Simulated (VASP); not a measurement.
**Quasiparticle energies of CaO (Lime) in VASP**

How does the gap of CaO (Lime) change from the starting functional to GW? The cell is of the rock-salt type, one of the forms listed for this formula. The start is a cell from a database of measured crystal structures.

Program: VASP 6.6.1. Level of theory: PBE; plane waves and PAW (Ca_sv_GW, O_GW), in the first sound run; inputs show where later runs differ. Results are calculated unless marked as measured.

This is a report of a sequence of runs, with most program output left out.

## Step 1: The starting structure

Symmetry: Fm-3m, No. 225, cubic system. Conventional cell: a = 4.813 Å, b = 4.813 Å, c = 4.813 Å, α = 90.00°, β = 90.00°, γ = 90.00°. Ca has 6 O at 2.41 Å nearest. Nearest to O lie 6 Ca at 2.41 Å. Farther neighbours and most contacts between anions are not listed.

As a file:

```xyz
2
Lattice="0.0000 2.4065 2.4065 2.4065 0.0000 2.4065 2.4065 2.4065 0.0000" Properties=species:S:1:pos:R:3 pbc="T T T"
Ca    0.0000    0.0000    0.0000
O     2.4065    2.4065    2.4065
```

## Step 2: Ground state

The orbitals come from a self-consistent PBE run with a tight EDIFF and a narrow smearing. KPOINTS_OPT adds the bands along a path, which shows whether the mesh holds the band edges.

File INCAR:

```
SYSTEM = CaO
PREC = Accurate
ENCUT = 440
EDIFF = 1E-08
NELM = 100
ISMEAR = 0
SIGMA = 0.01
LREAL = .FALSE.
ALGO = Normal
GGA = PE
NBANDS = 14
LORBIT = 11
LWAVE = .TRUE.
LCHARG = .FALSE.
KPAR = 8
```

File POSCAR:

```
CaO
1.0
    0.0000000000      2.4065000000      2.4065000000
    2.4065000000      0.0000000000      2.4065000000
    2.4065000000      2.4065000000      0.0000000000
Ca O
1 1
Direct
    0.0000000000      0.0000000000      0.0000000000
    0.5000000000      0.5000000000      0.5000000000
```

File KPOINTS:

```
Automatic mesh
0
Gamma
4 4 4
0 0 0
```

File KPOINTS_OPT:

```
Line mode
12
Line-mode
Reciprocal
  0.00000000   0.00000000   0.00000000 GAMMA
  0.50000000   0.00000000   0.50000000 X

  0.50000000   0.00000000   0.50000000 X
  0.50000000   0.25000000   0.75000000 W

  0.50000000   0.25000000   0.75000000 W
  0.37500000   0.37500000   0.75000000 K

  0.37500000   0.37500000   0.75000000 K
  0.00000000   0.00000000   0.00000000 GAMMA

  0.00000000   0.00000000   0.00000000 GAMMA
  0.50000000   0.50000000   0.50000000 L

  0.50000000   0.50000000   0.50000000 L
  0.62500000   0.25000000   0.62500000 U

  0.62500000   0.25000000   0.62500000 U
  0.50000000   0.25000000   0.75000000 W

  0.50000000   0.25000000   0.75000000 W
  0.50000000   0.50000000   0.50000000 L

  0.50000000   0.50000000   0.50000000 L
  0.37500000   0.37500000   0.75000000 K

  0.62500000   0.25000000   0.62500000 U
  0.50000000   0.00000000   0.50000000 X
```

The projector-augmented-wave data sets are Ca_sv_GW and O_GW (PBE family, release 64).

The run is started by

```sh
$ mpirun -np 8 vasp_std
```

It took 3.4 s on 8 MPI ranks of Intel Xeon Platinum 8559C (Emerald Rapids), shared host; peak memory 1 GiB; 20 s of CPU time.

This step gave:

* free energy (TOTEN): -17.77 eV
* Fermi energy: 4.687 eV
* pressure: -1.689 GPa
* least gap on mesh and path: 3.647 eV
* least direct gap on mesh and path: 4.027 eV

The highest empty bands on the path are converged less tightly, to about 0.1 eV. The electronic bands at the labelled points (eV, zero at the valence-band top; v1 is the highest filled band, c1 the lowest empty one):

```csv
point,v3,v2,v1,c1,c2,c3,c4
Γ,0.00,0.00,0.00,4.69,6.22,6.22,6.22
0.45 of the way,-1.59,-0.27,-0.27,4.88,6.37,7.80,7.80
X,-1.31,-0.38,-0.38,3.65,8.01,8.87,9.50
0.45 of the way,-1.28,-0.78,-0.62,4.34,8.22,8.44,9.30
W,-1.27,-1.07,-1.07,6.30,6.30,8.35,9.50
0.45 of the way,-1.30,-1.17,-0.89,5.52,7.23,8.41,9.36
K,-1.33,-1.22,-0.78,5.13,7.97,8.53,9.02
0.45 of the way,-1.91,-0.99,-0.64,6.17,7.17,7.36,8.14
Γ,0.00,0.00,0.00,4.69,6.22,6.22,6.22
0.45 of the way,-1.34,-0.57,-0.57,6.18,6.57,7.02,7.02
L,-2.62,-1.19,-1.19,7.03,8.33,8.33,8.45
0.45 of the way,-2.23,-1.15,-1.08,6.66,7.31,8.48,9.05
U,-1.33,-1.22,-0.78,5.13,7.97,8.53,9.02
0.45 of the way,-1.31,-1.19,-0.86,5.40,7.41,8.44,9.30
W,-1.27,-1.07,-1.07,6.30,6.30,8.35,9.50
0.45 of the way,-1.95,-1.11,-1.03,6.68,6.72,8.81,8.83
L,-2.62,-1.19,-1.19,7.03,8.33,8.33,8.45
0.45 of the way,-2.23,-1.15,-1.08,6.66,7.31,8.48,9.05
K,-1.33,-1.22,-0.78,5.13,7.97,8.53,9.02
jump to U,-1.33,-1.22,-0.78,5.13,7.97,8.53,9.02
0.45 of the way,-1.29,-0.75,-0.53,4.15,8.23,8.82,9.16
X,-1.31,-0.38,-0.38,3.65,8.01,8.87,9.50
```

Of the projections kept (Ca, O), the largest for each band there; the rest of the weight can lie on other orbitals:

```csv
point,v3,v2,v1,c1,c2,c3,c4
Γ,O 0.99,O 0.99,O 0.99,Ca 0.78,Ca 1.00,Ca 1.00,Ca 1.00
X,O 0.88,O 0.96,O 0.96,Ca 1.00,Ca 0.89,Ca 1.00,Ca 1.00
W,O 0.82,O 0.88,O 0.88,Ca 0.82,Ca 0.82,Ca 0.92,Ca 1.00
K,O 0.82,O 0.87,O 0.89,Ca 0.86,Ca 0.81,Ca 0.89,Ca 1.00
Γ,O 0.99,O 0.99,O 0.99,Ca 0.78,Ca 1.00,Ca 1.00,Ca 1.00
L,O 0.67,O 0.83,O 0.83,Ca 0.68,Ca 0.93,Ca 0.93,Ca 0.64
```

The cell has a gap of 3.65 eV on mesh and path.

## Step 3: Empty bands, functional PBE

ALGO = Exact makes the empty bands from the converged ground state in one step. LOPTICS writes the k-derivatives of the orbitals (WAVEDER), which give the long-wavelength limit of the screening.

File INCAR:

```
SYSTEM = CaO
PREC = Accurate
ENCUT = 440
ISMEAR = 0
SIGMA = 0.01
LREAL = .FALSE.
GGA = PE
NBANDS = 184
ALGO = Exact
NELM = 1
LWAVE = .TRUE.
LCHARG = .FALSE.
LOPTICS = .TRUE.
NEDOS = 1000
CSHIFT = 0.1
```

POSCAR is that of step 2.

KPOINTS is that of step 2.

The run is started by

```sh
$ mpirun -np 8 vasp_std
```

It took 2.2 s on 8 MPI ranks; peak memory 0.94 GiB.

The gap is read on the k-mesh alone, so it is an upper bound where the band edges lie off the mesh.

A gap read on the k-mesh alone can miss the band edges.

This step gave:

```yaml
gap_on_the_k_mesh: 3.647 eV
least_direct_gap_on_the_k_mesh: 4.027 eV
```

WAVECAR now holds 184 bands for 16 electrons. Its independent-particle dielectric tensor has xx, yy, zz = 4.0, 4.0, 4.0 on this mesh, which isn't tested for convergence in mesh or bands and lacks local fields.

## Step 4: evGW0

This step: evGW0 on PBE; plane waves and PAW (Ca_sv_GW, O_GW) (VASP 6.6.1).

The lowest NBANDSGW levels in G are updated for four passes while W stays fixed, so the result depends less on the starting levels.

File INCAR:

```
SYSTEM = CaO
PREC = Accurate
ENCUT = 440
ISMEAR = 0
SIGMA = 0.01
LREAL = .FALSE.
GGA = PE
NBANDS = 184
ALGO = EVGW0
NELMGW = 4
ENCUTGW = 200
NOMEGA = 64
PRECFOCK = Fast
NBANDSGW = 16
LWAVE = .FALSE.
LCHARG = .FALSE.
```

POSCAR is that of step 3.

KPOINTS is that of step 3.

The run is started by

```sh
$ mpirun -np 8 vasp_std
```

Elapsed: 47 s, on 8 MPI ranks; peak memory 1.4 GiB; 6 min of CPU time.

This step gave:

```yaml
quasiparticle_gap_on_the_mesh: 6.448 eV
smallest_direct_quasiparticle_gap_on_the_mesh: 6.757 eV
gap_of_the_starting_orbitals_on_the_mesh: 3.647 eV
```

QP gap by iteration, by row:

```csv
iteration,gap (eV),direct gap (eV)
1,5.913,6.333
2,6.347,6.674
3,6.431,6.743
4,6.448,6.757
```

GW takes the gap from 3.647 to 6.448 eV. The last pass still moved it by +17 meV. The value holds for 184 bands, ENCUTGW = 200 eV and this mesh, and isn't shown to be converged in them.

## Step 5: evGW

This step: evGW on PBE; plane waves and PAW (Ca_sv_GW, O_GW) (VASP 6.6.1).

The levels are updated in both G and W; wider gaps weaken the screening and open the gap further.

Edit INCAR of step 4 so:

```diff
@@ -8,3 +8,3 @@
 NBANDS = 184
-ALGO = EVGW0
+ALGO = EVGW
 NELMGW = 4
```

POSCAR is that of step 4.

KPOINTS is that of step 4.

The run is started by

```sh
$ mpirun -np 8 vasp_std
```

It took 40 s on 8 MPI ranks; peak memory 1.5 GiB; 5.2 min of CPU time.

Numbers from this step:

* quasiparticle gap on the mesh: 7.274 eV
* smallest direct quasiparticle gap on the mesh: 7.548 eV

QP gap by iteration, by row:

```csv
iteration,gap (eV),direct gap (eV)
1,5.913,6.333
2,6.848,7.147
3,7.17,7.449
4,7.274,7.548
```

GW takes the gap from 3.647 to 7.274 eV. That is +825 meV against evGW0 on PBE. The last pass still moved it by +103 meV. The value holds for 184 bands, ENCUTGW = 200 eV and this mesh, and isn't shown to be converged in them.

## Step 6: QPGW0

This step: QPGW0 on PBE; plane waves and PAW (Ca_sv_GW, O_GW) (VASP 6.6.1).

Here the orbitals are updated too, by diagonalising a Hermitian self-energy in the bands up to NBANDSGW.

Edit INCAR of step 5 so:

```diff
@@ -8,3 +8,3 @@
 NBANDS = 184
-ALGO = EVGW
+ALGO = QPGW0
 NELMGW = 4
@@ -13,3 +13,3 @@
 PRECFOCK = Fast
-NBANDSGW = 16
+NBANDSGW = 24
 LWAVE = .FALSE.
```

POSCAR is that of step 5.

KPOINTS is that of step 5.

The run is started by

```sh
$ mpirun -np 8 vasp_std
```

Elapsed: 1.9 min, on 8 MPI ranks; peak memory 2 GiB.

Numbers from this step:

```yaml
quasiparticle_gap_on_the_mesh: 6.661 eV
smallest_direct_quasiparticle_gap_on_the_mesh: 7.100 eV
```

QP gap by iteration, by row:

```csv
iteration,gap (eV),direct gap (eV)
1,5.857,6.339
2,6.238,6.733
3,6.549,7.003
4,6.661,7.1
```

GW takes the gap from 3.647 to 6.661 eV. That is +213 meV against evGW0 on PBE. The last pass still moved it by +112 meV. The value holds for 184 bands, ENCUTGW = 200 eV and this mesh, and isn't shown to be converged in them.

## Step 7: Orbitals for another starting point

This step: PBE; plane waves and PAW (Ca_sv_GW, O_GW) (VASP 6.6.1).

A hybrid converges faster from good orbitals, so a cheap PBE run writes WAVECAR first.

File INCAR:

```
SYSTEM = CaO
PREC = Accurate
ENCUT = 440
EDIFF = 1E-05
NELM = 100
ISMEAR = 0
SIGMA = 0.01
LREAL = .FALSE.
ALGO = Normal
GGA = PE
NBANDS = 14
LORBIT = 11
LWAVE = .TRUE.
LCHARG = .FALSE.
KPAR = 8
```

POSCAR is that of step 6.

KPOINTS is that of step 6.

The run is started by

```sh
$ mpirun -np 8 vasp_std
```

The job ended after 1.6 s (8 MPI ranks; peak memory 1 GiB; 6.7 s of CPU time).

Numbers from this step:

- pressure: -1.637 GPa
- gap on the k-mesh: 3.646 eV

The run ends at a pressure of -1.64 GPa.

## Step 8: Another starting point

This step: HSE06; plane waves and PAW (Ca_sv_GW, O_GW) (VASP 6.6.1).

To see how much the result owes to its start, the ground state is made again with HSE06. EDIFF is tight for accurate orbitals, and a narrow smearing avoids fractional occupations.

File INCAR:

```
SYSTEM = CaO
PREC = Accurate
ENCUT = 440
EDIFF = 1E-08
NELM = 100
ISMEAR = 0
SIGMA = 0.01
LREAL = .FALSE.
ALGO = Normal
LHFCALC = .TRUE.
AEXX = 0.25
GGA = PE
HFSCREEN = 0.2
LASPH = .TRUE.
NBANDS = 14
PRECFOCK = Fast
LORBIT = 11
LWAVE = .TRUE.
LCHARG = .FALSE.
KPAR = 8
```

POSCAR is that of step 7.

KPOINTS is that of step 7.

The run starts from files that an earlier step left in the folder.

The run is started by

```sh
$ mpirun -np 8 vasp_std
```

It took 14 s on 8 MPI ranks; peak memory 1.7 GiB; 1.7 min of CPU time.

The k-mesh is coarse for exact exchange; levels may shift by about 0.1 eV on a finer one. The PAW data sets were made with PBE, which is usual practice but a small mismatch for other functionals.

Numbers from this step:

| Quantity | Value |
| --- | --- |
| free energy (TOTEN) | -20.82 eV |
| Fermi energy | 3.688 eV |
| gap on the k-mesh | 5.343 eV |
| least direct gap on the k-mesh | 5.774 eV |

## Step 9: Empty bands, functional HSE06

The next step needs empty bands that the ground-state run didn't converge, so the Hamiltonian is diagonalised exactly for NBANDS bands, in a single step. LOPTICS writes the k-derivatives of the orbitals (WAVEDER), which give the long-wavelength limit of the screening.

File INCAR:

```
SYSTEM = CaO
PREC = Accurate
ENCUT = 440
ISMEAR = 0
SIGMA = 0.01
LREAL = .FALSE.
LHFCALC = .TRUE.
AEXX = 0.25
GGA = PE
HFSCREEN = 0.2
LASPH = .TRUE.
NBANDS = 184
PRECFOCK = Fast
ALGO = Exact
NELM = 1
LWAVE = .TRUE.
LCHARG = .FALSE.
LOPTICS = .TRUE.
NEDOS = 1000
CSHIFT = 0.1
```

POSCAR is that of step 8.

KPOINTS is that of step 8.

The run starts from files that an earlier step left in the folder.

The run is started by

```sh
$ mpirun -np 8 vasp_std
```

Run time: 26 s. Hardware: 8 MPI ranks; peak memory 1.8 GiB; 3.3 min of CPU time.

## Step 10: G0W0

This step: G0W0 on HSE06; plane waves and PAW (Ca_sv_GW, O_GW) (VASP 6.6.1).

One pass of GW corrects the levels to first order, with G and W from the starting orbitals.

File INCAR:

```
SYSTEM = CaO
PREC = Accurate
ENCUT = 440
ISMEAR = 0
SIGMA = 0.01
LREAL = .FALSE.
LHFCALC = .TRUE.
AEXX = 0.25
GGA = PE
HFSCREEN = 0.2
LASPH = .TRUE.
NBANDS = 184
PRECFOCK = Fast
ALGO = EVGW0
NELMGW = 1
ENCUTGW = 200
NOMEGA = 64
NBANDSGW = 16
LWAVE = .FALSE.
LCHARG = .FALSE.
```

POSCAR is that of step 9.

KPOINTS is that of step 9.

The run starts from files that an earlier step left in the folder.

The run is started by

```sh
$ mpirun -np 8 vasp_std
```

Elapsed: 13 s, on 8 MPI ranks; peak memory 2.2 GiB.

Numbers from this step:

- quasiparticle gap on the mesh: 6.633 eV
- smallest direct quasiparticle gap on the mesh: 7.116 eV
- gap of the starting orbitals on the mesh: 5.343 eV

GW takes the gap from 5.343 to 6.633 eV. That is +720 meV against the one-shot pass on PBE. The value holds for 184 bands, ENCUTGW = 200 eV and this mesh, and isn't shown to be converged in them.

## Step 11: Summary

This step: GW series: evGW0 on PBE, evGW on PBE, QPGW0 on PBE, G0W0 on HSE06; plane waves and PAW (VASP 6.6.1).

This step runs nothing: it gathers the runs above.

Cost is wall time times ranks on a shared host, with the step that makes the empty bands. GW runs:

```csv
level,bands,ENCUTGW (eV),NOMEGA,k mesh,starting gap (eV),quasiparticle gap (eV),direct gap (eV),cost (core minutes)
evGW0 on PBE,184,200,64,4x4x4,3.647,6.448,6.757,6.56
evGW on PBE,184,200,64,4x4x4,3.647,7.274,7.548,5.63
QPGW0 on PBE,184,200,64,4x4x4,3.647,6.661,7.1,15.63
G0W0 on HSE06,184,200,64,4x4x4,5.343,6.633,7.116,5.2
```

## Step 12: Results

| Quantity | Value |
| --- | --- |
| evGW0 on PBE, 184 bands, ENCUTGW 200 eV, NOMEGA 64, mesh 4×4×4 | 3.647 → 6.448 eV |
| evGW on PBE, 184 bands, ENCUTGW 200 eV, NOMEGA 64, mesh 4×4×4 | 3.647 → 7.274 eV |
| QPGW0 on PBE, 184 bands, ENCUTGW 200 eV, NOMEGA 64, mesh 4×4×4 | 3.647 → 6.661 eV |
| G0W0 on HSE06, 184 bands, ENCUTGW 200 eV, NOMEGA 64, mesh 4×4×4 | 5.343 → 6.633 eV |

**Reading.** evGW0 gives a quasiparticle gap of 6.448 eV on the mesh, 2.80 eV over the PBE gap on the same mesh. On mesh and path the starting valence top lies at Γ and the conduction bottom at (0.5, 0.5, 0), so the starting gap is indirect. Both points lie on the GW mesh. Over the final values of the levels run here the gap spans 6.45 to 7.27 eV. In evGW0 the first pass, which is the one-shot result, gives 5.913 eV and pass 4 gives 6.448 eV; the last pass changed the gap by +17 meV, so more passes would move it further. In evGW the first pass, which is the one-shot result, gives 5.913 eV and pass 4 gives 7.274 eV; the last pass changed the gap by +103 meV, so more passes would move it further. In QPGW0 the first pass gives 5.857 eV and pass 4 gives 6.661 eV; the last pass changed the gap by +112 meV, so more passes would move it further. One-shot gaps: 5.913 eV from PBE and 6.633 eV from HSE06. The starting gaps span 1.70 eV and the one-shot gaps 0.72 eV. Bands, response cutoff and mesh weren't tested for convergence. On a mesh this coarse the value is a test of cost more than a converged gap. Not tabulated here, as repeats of values shown or as unfit to read for their mesh, reference level or band range: eps2 curves (empty bands); eps1 curves and static values (empty bands); gaps (empty bands).

[Lines on the potential files, build, host, timing and source positions are cut from VASP's logs without a mark.]

[Logs are printed without paths, hosts, clocks, repeated set-up lines and the standing remarks that a program may print on its own settings, such as how far it seeks lower states.]

[Hosts, paths, dates, database ids (printed as entryN), source tags and the programs' standing remarks are cut or masked in the printed files.]

[Pressures printed for these runs are not shown converged in the cutoff: they can be off by several GPa and have the wrong sign.]
